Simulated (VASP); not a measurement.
The input files of a VASP run:

File POSCAR:
```
TaS2
11.8086740
  0.1385150708   0.0799717302   0.5000000203
 -0.1385150708   0.0799717302   0.5000000203
  0.0000000000  -0.1599434603   0.5000000203
Ta S
1 2
Cart
  0.0000000000   0.0000000000   1.2500385977
 -0.0000000000   0.0000000000   0.6179550678
 -0.0000000000   0.0000000000   0.8815124461
```

### KPOINTS
```
Automatic mesh
0
Gamma
12 12 12
0 0 0
```

### INCAR
```
! general
SYSTEM  = TaS2
PREC    = Accurate
ENCUT   = 400
LREAL   = .FALSE.   ! projection in real space or not
LASPH   = .TRUE.   ! aspherical one-centre terms

! electronic loop
EDIFF   = 1E-7   ! SCF stop (eV)
NELM    = 100   ! most electronic steps
ALGO    = Normal   ! blocked Davidson
LMAXMIX = 6

! smearing
ISMEAR  = -5   ! tetrahedra, Bloechl

! ions
ISIF    = 2   ! forces and stress, cell fixed

! output
LWAVE   = .FALSE.
LCHARG  = .TRUE.
LORBIT  = 11
NEDOS   = 601   ! DOS grid

! other
LEFG    = .TRUE.
```

POTCAR, in this order: Ta_pv S (LDA.64 set). Program: vasp_std.

Q: Write an equivalent input for Ansatz.

A: One equivalent input (not run):
Ansatz 0.2 input:
```yaml
crystal:
  lattice:
    - [1.6356793, 0.9443601, 5.9043372]
    - [-1.6356793, 0.9443601, 5.9043372]
    - [0.0000000, -1.8887202, 5.9043372]
  atoms:
    - { symbol: Ta, position: [0.8333590, 0.8333590, 0.8333590] }
    - { symbol: S, position: [0.4119700, 0.4119700, 0.4119700] }
    - { symbol: S, position: [0.5876749, 0.5876749, 0.5876749] }
kpoints:
  mp_grid: { grid: [12, 12, 12] }
hamiltonian:
  xc: lda
  pseudopotentials: { kind: paw }
scf:
  occupations: { method: tetrahedron }
  max_iter: 100
output: { forces: true, stress: true, eigenvalues: true }
```
What does not carry over: each code has its own PAW files, so the cut-off isn't converted (ENCUT is set for VASP's; basis.ecutwfc is left out, and Ansatz then takes the one that its files recommend); Ansatz stops its SCF on the density residual and VASP on the energy change (EDIFF); Ansatz's lda is the Perdew-Wang form, while the LDA potentials of VASP carry Perdew-Zunger's; the field gradients of LEFG aren't asked of the other code.

The structure comes from a computed database's TaS2 entry (R3m); how it stands against other phases isn't given here. It was relaxed first, which changed the volume by -10 %.
